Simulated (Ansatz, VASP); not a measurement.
# One calculation of CuOs2, two programs

The input INCAR:

```
SYSTEM = CuOs2
PREC = Accurate
ENCUT = 600
EDIFF = 1E-6
ISMEAR = 0
SIGMA = 0.1
LREAL = .FALSE.
LASPH = .TRUE.
NELM = 100
ALGO = Normal
ISIF = 3
LWAVE = .FALSE.
LCHARG = .FALSE.
GGA = PE
IBRION = 2
NSW = 100
EDIFFG = -0.01
```

The input KPOINTS:

```
Automatic mesh
0
G
  14 14 14
  0 0 0
```

POSCAR

```
CuOs2
1.0
    0.0000000000      2.8334943867      2.8334943867
    2.8334943867      0.0000000000      2.8334943867
    2.8334943867      2.8334943867      0.0000000000
Cu Os
1 2
Direct
    0.0000000000      0.0000000000      0.0000000000
    0.2500000000      0.2500000000      0.2500000000
    0.7500000000      0.7500000000      0.7500000000
```

Input for Ansatz:

```yaml
crystal:
  lattice:
    - [0.0, 2.8334943867, 2.8334943867]
    - [2.8334943867, 0.0, 2.8334943867]
    - [2.8334943867, 2.8334943867, 0.0]
  atoms:
    - { symbol: Cu, position: [0.0, 0.0, 0.0] }
    - { symbol: Os, position: [0.25, 0.25, 0.25] }
    - { symbol: Os, position: [0.75, 0.75, 0.75] }
basis:
  ecutwfc: 420
kpoints:
  mp_grid: { grid: [14, 14, 14] }
hamiltonian:
  xc: pbe
scf:
  occupations: { method: gaussian, width: 0.1 }
output:
  forces: true
  stress: true
  eigenvalues: true
  write_density: true
  write_potential: true
  elf: true
  volumetric_format: npy
relax:
  adjacent_minimum: "off"
  f_tol: 0.01
  max_steps: 80
  cell: { stress_tol: 0.05 }
```

Change from the starting cell: species swapped into the HfO2 type (Fm-3m, No. 225).

Alike in both runs: task relaxation of cell and atoms; functional PBE; k mesh 14 × 14 × 14; occupations gaussian, width 0.1 eV; no spin polarisation.

|  | VASP | Ansatz |
| --- | --- | --- |
| version | VASP 6.6.1 | Ansatz 0.2.0 |
| potentials or method | VASP PAW PBE potentials, release 64 (Cu, Os) | scalar-relativistic, plane waves, PAW |
| plane-wave cutoff (eV) | 600 | 420 |
| valence electrons in the cell | 27 | 51 |

```csv
,VASP,Ansatz,Ansatz less VASP
"gap on the k mesh at the Fermi level, each at its own relaxed structure (eV)",none,none,-
relaxed volume (Å³/atom),15.18,15.18,0.000
relaxed cell length with the largest relative difference (Å),4.008,4.008,0.0000
```

A gap of «none» marks a metal or a gap that the smearing closes. The two sets of potentials don't hold the same shells in valence.

The runs have no spin-orbit coupling, so splittings on Os are missing.
